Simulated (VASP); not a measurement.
Data:

```
Na
1.0
   -2.13000     2.13000     2.13000
    2.13000    -2.13000     2.13000
    2.13000     2.13000    -2.13000
Na
1
Direct
  0.00000   0.00000   0.00000
```

Method: rev-vdW-DF2, VASP's PBE PAW potentials (set 64) (plane waves; VASP). Numerical set-up: 520 eV cut-off, 11×11×11 Γ-centred mesh, first-order Methfessel-Paxton smearing of 0.10 eV, potentials Na_pv.

Energy and stress use the plane-wave basis of the starting cell.

Q: The ions, cell shape and volume are relaxed. What does this cell relax into?

A: 
```
Na
1.0
   -2.08379     2.08379     2.08379
    2.08379    -2.08379     2.08379
    2.08379     2.08379    -2.08379
Na
1
Cartesian
  0.00000   0.00000   0.00000
```
Space group Im-3m (229), at a tolerance of 0.03 Å.

Q: How do energy and volume change from the first to the last step?

A: The energy (σ→0) changes by -3.5 meV/atom and the volume by -6.4 %, in 5 ionic steps.

The compound is Na in the bcc structure. This run relaxes it. Symmetry was kept, so distortions that lower it aren't found.
